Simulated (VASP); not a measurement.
Method: PBEsol GGA, VASP's PBE PAW potentials (set 64) (plane waves; VASP).

VASP input:

### KPOINTS
```
Automatic mesh
0
Gamma
8 8 5
0 0 0
```

**POSCAR**
```
ZnS
3.7815190
  0.4999999860  -0.8660253686   0.0000000000
  0.4999999860   0.8660253686   0.0000000000
  0.0000000000   0.0000000000   1.6397778577
Zn S
2 2
Cartesian
  0.4999999860  -0.2886757002   0.8202937839
  0.4999999860   0.2886757002   0.0004048551
  0.4999999860  -0.2886757002   1.4344007704
  0.4999999860   0.2886757002   0.6145118415
```

### INCAR
```
ALGO  =  Normal
EDIFF  =  1E-8
ENCUT  =  400
GGA  =  PS
IBRION  =  8
ISMEAR  =  0
LASPH  =  .True.
LCHARG  =  .False.
LEPSILON  =  .True.
LMAXMIX  =  4
LREAL  =  .False.
LWAVE  =  .False.
NELM  =  100
NSW  =  1
PREC  =  Accurate
SIGMA  =  0.01
SYSTEM  =  ZnS
```

POTCAR, in this order: Zn S (PBE.64 set). Program: vasp_std.

The resulting files:

**OUTCAR**
```


 HEAD OF MICROSCOPIC STATIC DIELECTRIC TENSOR (INDEPENDENT PARTICLE, excluding Hartree and local field effects)
 ------------------------------------------------------
           6.471213     0.000000     0.000000
           0.000000     6.471213     0.000000
           0.000000     0.000000     6.545700
 ------------------------------------------------------

 MACROSCOPIC STATIC DIELECTRIC TENSOR (including local field effects in DFT)
 ------------------------------------------------------
           6.019588     0.000000     0.000000
           0.000000     6.019588     0.000000
           0.000000     0.000000     6.102555
 ------------------------------------------------------

 PIEZOELECTRIC TENSOR (including local field effects)  for field in x, y, z        (e  Angst)
          XX          YY          ZZ          XY          YZ          ZX
  --------------------------------------------------------------------------------
  x     0.00000     0.00000    -0.00000     0.00000     0.00000     1.78933
  y     0.00000    -0.00000    -0.00000     0.00000     1.78932     0.00000
  z     1.69135     1.69135    -3.57047     0.00000     0.00000    -0.00000

 PIEZOELECTRIC TENSOR (including local field effects)  for field in x, y, z        (C/m^2)
          XX          YY          ZZ          XY          YZ          ZX
  --------------------------------------------------------------------------------
  x     0.00000     0.00000    -0.00000     0.00000     0.00000     0.37332
  y     0.00000    -0.00000    -0.00000     0.00000     0.37332     0.00000
  z     0.35288     0.35288    -0.74494     0.00000     0.00000    -0.00000

 BORN EFFECTIVE CHARGES (including local field effects) (in |e|, cummulative output)
 ---------------------------------------------------------------------------------
 ion    1
    1     1.90504     0.00000    -0.00000
    2     0.00000     1.90504     0.00000
    3     0.00000     0.00000     2.00476
 ion    2
    1     1.90504    -0.00000     0.00000
    2     0.00000     1.90504    -0.00000
    3     0.00000     0.00000     2.00476
 ion    3
    1    -1.90504     0.00000    -0.00000
    2     0.00000    -1.90504     0.00000
    3    -0.00000    -0.00000    -2.00476
 ion    4
    1    -1.90504     0.00000     0.00000
    2     0.00000    -1.90504    -0.00000
    3     0.00000     0.00000    -2.00476
```
(Selected blocks of OUTCAR.)

File OUTCAR:
```
 val. band max:        2.2907656488   @ k =   0.0000   0.0000   0.0000

 cond. band min:       4.4605537797   @ k =   0.0000   0.0000   0.0000


 Fermi energy:         2.3650644489

 k-point     1 :       0.0000    0.0000    0.0000
  band No.  band energies     occupation
      1     -11.0863      2.00000
      2     -10.0851      2.00000
      3      -4.1977      2.00000
      4      -4.1832      2.00000
      5      -4.1832      2.00000
      6      -4.0979      2.00000
      7      -4.0979      2.00000
      8      -3.7139      2.00000
      9      -3.7139      2.00000
     10      -3.6297      2.00000
     11      -3.6297      2.00000
     12      -3.4880      2.00000
     13      -3.2633      2.00000
     14       1.3495      2.00000
     15       1.3495      2.00000
     16       2.2077      2.00000
     17       2.2907      2.00000
     18       2.2908      2.00000
     19       4.4606      0.00000
     20       5.3109      0.00000
     21       8.4901      0.00000
     22       8.4901      0.00000

 k-point     2 :       0.1250   -0.0000    0.0000
  band No.  band energies     occupation
      1     -10.9752      2.00000
      2     -10.0230      2.00000
      3      -4.1980      2.00000
      4      -4.1717      2.00000
      5      -4.1616      2.00000
      6      -4.0871      2.00000
      7      -4.0660      2.00000
      8      -3.7298      2.00000
      9      -3.7146      2.00000
     10      -3.7009      2.00000
     11      -3.6246      2.00000
     12      -3.4234      2.00000
     13      -3.1105      2.00000
     14       0.5322      2.00000
     15       1.0959      2.00000
     16       1.3928      2.00000
     17       2.0628      2.00000
     18       2.1525      2.00000
     19       5.2591      0.00000
     20       6.0197      0.00000
     21       8.0563      0.00000
     22       8.7945      0.00000

 k-point     3 :       0.2500   -0.0000    0.0000
  band No.  band energies     occupation
      1     -10.6764      2.00000
...
```

The dielectric response may not be converged in the k-mesh; for small gaps it tends to come out too large.

The compound is ZnS in the wurtzite structure, the high-temperature form. It was relaxed first.
